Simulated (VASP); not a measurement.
Computed with PBE GGA + U (Dudarev), VASP's PBE PAW potentials (set 64) (plane waves; VASP).

VASP input:

**INCAR**
```
SYSTEM=CoAl
PREC=Accurate; ENCUT=400; LREAL=F
LASPH=T
EDIFF=1E-6; NELM=100; ALGO=Normal
LMAXMIX=4
ISMEAR=1; SIGMA=0.1
GGA=PE
LDAUL=-1 2
LDAUU=0 1.0
LDAUJ=0 0
LDAU=T; LDAUTYPE=2; LDAUPRINT=1
ISIF=2
LWAVE=F; LCHARG=F; LORBIT=10
```

KPOINTS:
```
Automatic mesh
0
Gamma
11 11 11
0 0 0
```

File POSCAR:
```
CoAl
1
    2.9172000000     0.0000000000     0.0000000000
    0.0000000000     2.9172000000     0.0000000000
    0.0000000000     0.0000000000     2.9172000000
Al Co
1 1
Direct
  0.5000000000   0.5000000000   0.5000000000
  0.0000000000   0.0000000000   0.0000000000
```

POTCAR, in this order: Al Co (PBE.64 set). Program: vasp_std.

Output of the run:

File OSZICAR:
```
       N       E                     dE             d eps       ncg     rms          rms(c)
DAV:   1     0.305204401589E+02    0.30520E+02   -0.45236E+03  1144   0.995E+02
DAV:   2    -0.114202646486E+02   -0.41941E+02   -0.39397E+02  1120   0.171E+02
DAV:   3    -0.124018688363E+02   -0.98160E+00   -0.97376E+00  1340   0.345E+01
DAV:   4    -0.124186949479E+02   -0.16826E-01   -0.16821E-01  1338   0.412E+00
DAV:   5    -0.124192130309E+02   -0.51808E-03   -0.51808E-03  1332   0.727E-01    0.114E+01
DAV:   6    -0.152902013974E+02   -0.28710E+01   -0.67267E+01  1270   0.119E+02    0.175E+01
DAV:   7    -0.110403954909E+02    0.42498E+01   -0.31150E+01  1238   0.770E+01    0.173E+00
DAV:   8    -0.110422655669E+02   -0.18701E-02   -0.20761E-01  1164   0.381E+00    0.112E+00
DAV:   9    -0.110341658236E+02    0.80997E-02   -0.40346E-02  1334   0.305E+00    0.284E-01
DAV:  10    -0.110339219671E+02    0.24386E-03   -0.18335E-03  1526   0.529E-01    0.111E-01
DAV:  11    -0.110339262755E+02   -0.43083E-05   -0.10416E-04  1450   0.137E-01    0.232E-02
DAV:  12    -0.110339207328E+02    0.55427E-05   -0.28133E-05  1302   0.759E-02    0.431E-03
DAV:  13    -0.110339204832E+02    0.24966E-06   -0.46425E-07   594   0.594E-03
   1 F= -.11033920E+02 E0= -.11033838E+02  d E =-.248385E-03
```

### OUTCAR
```
------------------------ aborting loop because EDIFF is reached ----------------------------------------
  FORCE on cell =-STRESS in cart. coord.  units (eV):
  Direction    XX          YY          ZZ          XY          YZ          ZX
  --------------------------------------------------------------------------------------
  Total       -1.8660340     -1.8660340     -1.8660340     -0.0000000     -0.0000000      0.0000000
  in kB     -120.4291245   -120.4291245   -120.4291245     -0.0000000     -0.0000000      0.0000000
  external PRESSURE =    -120.4291245 kB  Pullay stress =       0.0000000 kB
  volume of cell :       24.83
      direct lattice vectors                 reciprocal lattice vectors
     2.917200000  0.000000000  0.000000000     0.342794460  0.000000000  0.000000000
     0.000000000  2.917200000  0.000000000     0.000000000  0.342794460  0.000000000
     0.000000000  0.000000000  2.917200000     0.000000000  0.000000000  0.342794460
 POSITION                                       TOTAL-FORCE (eV/Angst)
 -----------------------------------------------------------------------------------
      1.45860      1.45860      1.45860         0.000000      0.000000      0.000000
      0.00000      0.00000      0.00000         0.000000      0.000000      0.000000
 -----------------------------------------------------------------------------------
    total drift:                               -0.000000      0.000000     -0.000000
  FREE ENERGIE OF THE ION-ELECTRON SYSTEM (eV)
  ---------------------------------------------------
  free  energy   TOTEN  =       -11.0339204832 eV

  energy  without entropy=      -11.0336720979  energy(sigma->0) =      -11.03383769

 total charge

# of ion       s       p       d       tot
------------------------------------------
    1        0.386   0.396   0.000   0.781
    2        0.405   0.452   7.490   8.347
--------------------------------------------------
tot          0.790   0.848   7.490   9.128
```
(Selected blocks of OUTCAR.)

The compound is CoAl in the CsCl type structure. The cell was not relaxed at this level. The run is one of a series of settings (LDAU = .TRUE., LDAUJ = 0 0, LDAUL = -1 2, LDAUTYPE = 2, LDAUU = 0 1.0 against the base run), some of them coarse on purpose. The run is not spin-polarised, so no magnetic state was tried.
